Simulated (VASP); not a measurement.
Input:

```
Tb
1.0
    1.80000    -3.11769     0.00000
    1.80000     3.11769     0.00000
    0.00000     0.00000     5.69000
Tb
2
Direct
  0.33333   0.66667   0.25000
  0.66667   0.33333   0.75000
```

Method: PBE GGA, VASP's PBE PAW potentials (set 64) (plane waves; VASP 6.6.1). Numerical set-up: PREC = Single, 400 eV cut-off, 11×11×6 Γ-centred mesh, first-order Methfessel-Paxton smearing of 0.10 eV, potentials Tb_3.

The 4f electrons are frozen in the core of the lanthanide potential, so 4f levels, which can set the real gap, and their magnetism are missing.

Predict the energy per atom (σ→0), band gap (on the k-mesh) with the smallest direct gap where there is one.

The band gap (on the k-mesh) is none (metal, semimetal or under 0.01 eV) and the energy per atom (σ→0) is -4.558 eV/atom.

The compound is Tb in the hcp structure. The cell was not relaxed at this level. The run is one of a series of settings (PREC = Single against the base run), some of them coarse on purpose.
